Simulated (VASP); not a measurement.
A run of VASP 6.6.1 is set up as follows.

The input INCAR:

```
SYSTEM = Nb2SnSe
PREC = Accurate ; ENCUT = 520
EDIFF = 1E-6 ; ISMEAR = 0
SIGMA = 0.1 ; LREAL = .FALSE.
LASPH = .TRUE. ; NELM = 150
ALGO = Normal ; ISIF = 2
LWAVE = .FALSE. ; LCHARG = .FALSE.
METAGGA = R2SCAN ; LMIXTAU = .TRUE.
NBANDS = 31 ; KPAR = 2
```

The input KPOINTS:

```
Automatic mesh
0
G
  12 12 6
  0 0 0
```

POSCAR

```
Nb2SnSe
1.0
    3.3797300000      0.0000000000      0.0000000000
   -1.6898650000      2.9269320000      0.0000000000
    0.0000000000      0.0000000000      7.7942500000
Nb Sn Se
2 1 1
Direct
    0.6666670000      0.3333330000      0.7249750000
    0.6666670000      0.3333330000      0.2750250000
    0.0000000000      0.0000000000      0.0000000000
    0.3333330000      0.6666670000      0.5000000000
```

Potentials or basis: VASP PAW PBE potentials, release 64 (Nb_sv, Sn_d, Se).

The run is started by

```sh
$ cat potpaw_PBE.64/Nb_sv/POTCAR potpaw_PBE.64/Sn_d/POTCAR potpaw_PBE.64/Se/POTCAR > POTCAR
$ mpirun -np 2 vasp_std > vasp.out
```

Q: Estimate the pressure.

A: -1.3 GPa.

Q: Predict the band gap on the k mesh.

A: None (metal or under the smearing width).

Stress tensor (GPa, compression positive):
```
-0.85  0.00  0.00
 0.00 -0.85  0.00
 0.00  0.00 -2.25
```

Caveat: the PAW data sets were made with another functional, which shifts forces and pressure a little.
